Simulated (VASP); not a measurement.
The system is C2O2H4, in a box.

```
CELL_PARAMETERS angstrom
13.00000 0.00000 0.00000
0.00000 12.00000 0.00000
0.00000 0.00000 12.00000
ATOMIC_POSITIONS crystal
C 0.42508 0.54424 0.46480
C 0.50880 0.52370 0.52515
O 0.58905 0.59345 0.53114
O 0.52601 0.43207 0.58824
H 0.41954 0.62039 0.41743
H 0.36218 0.48546 0.46254
H 0.63982 0.56057 0.57942
H 0.46769 0.38311 0.58280
```

Program: VASP 6.6.1. Alike in all runs: potentials or basis VASP PAW PBE potentials, release 64 (C, O, H); no spin polarisation; cell as given; k mesh 1 × 1 × 1; cutoff (eV) 520; smearing gaussian 0.01 eV.

Q: Order these runs on this cell by their band gap on the k mesh, lowest first.
A. level PBE; further INCAR settings ALGO = Normal; EDIFF = 1e-07
B. level PBE0+D3(BJ); further INCAR settings ALGO = Normal; EDIFF = 1e-07; grid for exact exchange (PRECFOCK) Normal; exchange at q = 0 default
C. level BEEF-vdW; further INCAR settings ALGO = Fast; EDIFF = 1e-06; NBANDS = 22
D. level r2SCAN0+D4; further INCAR settings ALGO = Normal; EDIFF = 1e-06; grid for exact exchange (PRECFOCK) Normal; exchange at q = 0 truncated

A: C (4.02 eV), A (4.22 eV), B (5.93 eV), D (6.31 eV).

A k mesh can miss the band edges.

Not every run made on this cell is shown here.
